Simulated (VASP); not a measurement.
AlN:

```
Al N
1.0
     6.22400    0.00000    0.00000
    -3.11200    5.39014    0.00000
     0.00000    0.00000    4.98200
Al N
8 8
Direct
  0.16667 0.33333 0.00000
  0.16667 0.83333 0.00000
  0.66667 0.33333 0.00000
  0.66667 0.83333 0.00000
  0.33333 0.16667 0.50000
  0.33333 0.66667 0.50000
  0.83333 0.16667 0.50000
  0.83333 0.66667 0.50000
  0.16667 0.33333 0.38200
  0.16667 0.83333 0.38200
  0.66667 0.33333 0.38200
  0.66667 0.83333 0.38200
  0.33333 0.16667 0.88200
  0.33333 0.66667 0.88200
  0.83333 0.16667 0.88200
  0.83333 0.66667 0.88200
```

The cell was built by a generator and needn't be a form met in nature.

- Program: VASP 6.6.1
- Task: relaxation of cell and atoms
- Functional: LDA
- Potentials or basis: VASP PAW LDA potentials, release 64 (Al, N)
- Cutoff: 600 eV
- k mesh: 4 × 4 × 5
- Occupations: gaussian, width 0.02 eV
- Spin: no spin polarisation

At the start: pressure -4.1 GPa; volume 10.45 Å³/atom.

**Question.** Where does the relaxation end?

**Answer.** Over 6 steps the energy falls by 2.8 meV/atom and the volume is 10.23 Å³/atom (-2.0 %); space group P6_3mc (No. 186, to 0.05 Å).

Step by step:
| step | energy change (eV) | largest force (eV/Å) | pressure (GPa) | volume (Å³) |
| --- | --- | --- | --- | --- |
| 1 | 0.0000 | 0.0135 | -4.09 | 167.14 |
| 2 | -0.0067 | 0.0101 | 4.02 | 160.77 |
| 3 | -0.0441 | 0.0025 | -0.04 | 163.77 |
| 4 | -0.0441 | 0.0015 | 0.03 | 163.71 |
| 5 | -0.0441 | 0.0047 | -0.02 | 163.76 |
| 6 | -0.0441 | 0.0032 | -0.01 | 163.74 |

Final structure:
```
Al N
1.0
     6.18144    0.00000    0.00000
    -3.09072    5.35329    0.00000
     0.00000    0.00000    4.94814
Al N
8 8
Direct
  0.16667 0.33333 0.00008
  0.16667 0.83333 0.00008
  0.66667 0.33333 0.00008
  0.66667 0.83333 0.00008
  0.33333 0.16667 0.50008
  0.33333 0.66667 0.50008
  0.83333 0.16667 0.50008
  0.83333 0.66667 0.50008
  0.16667 0.33333 0.38192
  0.16667 0.83333 0.38192
  0.66667 0.33333 0.38192
  0.66667 0.83333 0.38192
  0.33333 0.16667 0.88192
  0.33333 0.66667 0.88192
  0.83333 0.16667 0.88192
  0.83333 0.66667 0.88192
```
